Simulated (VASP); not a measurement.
Energy against volume of AlN (wurtzite). These are optB86b-vdW, VASP's PBE PAW potentials (set 64) (plane waves; VASP) values and carry that method's errors. Run with 520 eV cut-off, 8×8×5 Γ-centred mesh, Gaussian smearing of 0.050 eV, potentials Al N.

Shape and ions are relaxed at each volume.

```csv
V (Å³/atom),E (eV/atom)
9.912,-6.25089
10.229,-6.27089
10.545,-6.27727
10.861,-6.27184
```

Q: Fit these four points and predict the energy of the run at 11.178 Å³/atom.

A: A cubic in V^(−2/3), the third-order Birch-Murnaghan form, passes through the four points with V0 = 10.55 Å³/atom and B0 = 199 GPa, and gives -6.2560 eV/atom there. The run gave -6.2562 eV/atom, -0.2 meV/atom from the fit; all five points give B0 = 198 GPa.

The compound is AlN in the wurtzite structure. It was relaxed first.
